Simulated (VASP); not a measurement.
Input:

```
CELL_PARAMETERS angstrom
      3.31754     0.00000     0.00000
     -1.65877     2.87307     0.00000
      0.00000     0.00000     5.15931
ATOMIC_POSITIONS crystal
  Sc 0.66667 0.33333 0.75000
  Sc 0.33333 0.66667 0.25000
```

Computed with PBE GGA, VASP's PBE PAW potentials (set 64) (plane waves; VASP). Settings: PREC = Normal, EDIFF = 1E-5, 400 eV cut-off, 14×14×8 Γ-centred mesh, first-order Methfessel-Paxton smearing of 0.10 eV, potentials Sc_sv.

Problem. Estimate the energy per atom (σ→0), band gap (on the k-mesh) with the smallest direct gap where there is one.

Solution. 
```
Quantity                                                     Value
------------------------  ----------------------------------------
band gap (on the k-mesh)  none (metal, semimetal or under 0.01 eV)
energy per atom (σ→0)                               -6.249 eV/atom
```

The compound is Sc in the hcp structure. It was relaxed first.
